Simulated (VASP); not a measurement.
Data:

```yaml
crystal:
  lattice:
    - [4.13805, 0.00000, 0.00000]
    - [0.00000, 4.09999, 0.00000]
    - [0.00000, 0.00000, 4.18039]
  atoms:
    - { symbol: Sc, position: [0.00000, 0.00000, 0.00000] }
    - { symbol: Al, position: [0.00000, 0.50000, 0.50000] }
    - { symbol: Al, position: [0.50000, 0.00000, 0.50000] }
    - { symbol: Al, position: [0.52063, 0.50000, 0.00000] }
```
Cell charge -0.02.

Calculation: PBE GGA, VASP's PBE PAW potentials (set 64) (plane waves; VASP). Numerical set-up: NELECT = 20.02, 400 eV cut-off, 7×7×7 Γ-centred mesh, Gaussian smearing of 0.050 eV, potentials Sc_sv Al.

The cell is charged, with a uniform compensating background.

Q: Give the force on each atom (eV/Å).

A: 
```csv
atom,Fx,Fy,Fz
Sc1,0.361,0.000,0.000
Al2,0.131,0.000,0.000
Al3,0.014,0.000,0.000
Al4,-0.506,0.000,0.000
```

Q: Give the stress tensor in GPa (positive for a compressed cell).

A: 
```
-1.39   0.00   0.00
 0.00  -0.40   0.00
 0.00   0.00  -2.98
```
The pressure is its mean diagonal, -1.59 GPa.

The compound is Al3Sc in the L1_2 structure. The cell was not relaxed at this level, atoms are displaced from their ideal sites. The run is one of a series of settings (ISMEAR = 0, NELECT = 20.02, SIGMA = 0.05 against the base run), some of them coarse on purpose.
